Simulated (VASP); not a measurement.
An input for Quantum ESPRESSO's pw.x (written as the equivalent of a VASP run, and not itself run):

```
&CONTROL
  calculation = 'scf'
  pseudo_dir = './pseudo'
  outdir = './out'
  tprnfor = .true.
  tstress = .true.
/
&SYSTEM
  ibrav = 0
  nat = 2
  ntyp = 1
  ecutwfc = 84
  occupations = 'smearing'
  smearing = 'methfessel-paxton'
  degauss = 0.00735
  input_dft = 'pbe'
  noncolin = .true.
  lspinorb = .true.
/
&ELECTRONS
  conv_thr = 7.3e-08
  electron_maxstep = 100
/
ATOMIC_SPECIES
  Mg 24.305 Mg.upf
CELL_PARAMETERS angstrom
     1.5906570   -2.8205470    0.0000000
     1.5906570    2.8205470    0.0000000
     0.0000000    0.0000000    5.1992980
ATOMIC_POSITIONS crystal
  Mg   0.3333330  0.6666670  0.2500000
  Mg   0.6813880  0.3480540  0.7500000
K_POINTS automatic
  12 12 7 0 0 0
```

Task: Translate this input to VASP (INCAR, KPOINTS, POSCAR, choice of POTCAR).

Result: One answer among several that fit: 
**KPOINTS**
```
Automatic mesh
0
Gamma
12 12 7
0 0 0
```

### POSCAR
```
Mg
1
    1.5906570000    -2.8205470000     0.0000000000
    1.5906570000     2.8205470000     0.0000000000
    0.0000000000     0.0000000000     5.1992980000
Mg
2
Direct
  0.3333330000   0.6666670000   0.2500000000
  0.6813880000   0.3480540000   0.7500000000
```

### INCAR
```
ALGO  =  Normal
EDIFF  =  1E-6
ENCUT  =  400
GGA  =  PE
GGA_COMPAT  =  .FALSE.
ISIF  =  2
ISMEAR  =  1
LASPH  =  .TRUE.
LCHARG  =  .FALSE.
LREAL  =  .FALSE.
LSORBIT  =  .TRUE.
LWAVE  =  .FALSE.
MAGMOM  =  6*0
NELM  =  100
PREC  =  Accurate
SIGMA  =  0.1
SYSTEM  =  Mg
```

POTCAR, in this order: Mg (PBE.64 set). Program: vasp_ncl.

The two are equivalent in intent, not identical: the potentials are each code's own (VASP's PAW set, PseudoDojo norm-conserving files, fully relativistic, in pw.x), so ENCUT and ecutwfc are chosen apart and not converted; conv_thr bounds pw.x's estimated SCF error, while EDIFF bounds the energy change between steps.

The compound is Mg in the hcp structure. The cell was not relaxed at this level, atoms are displaced from their ideal sites. The run is one of a series of settings (GGA_COMPAT = .FALSE., LSORBIT = .TRUE., MAGMOM = 0 0 0 0 0 0, program vasp_ncl against the base run), some of them coarse on purpose.
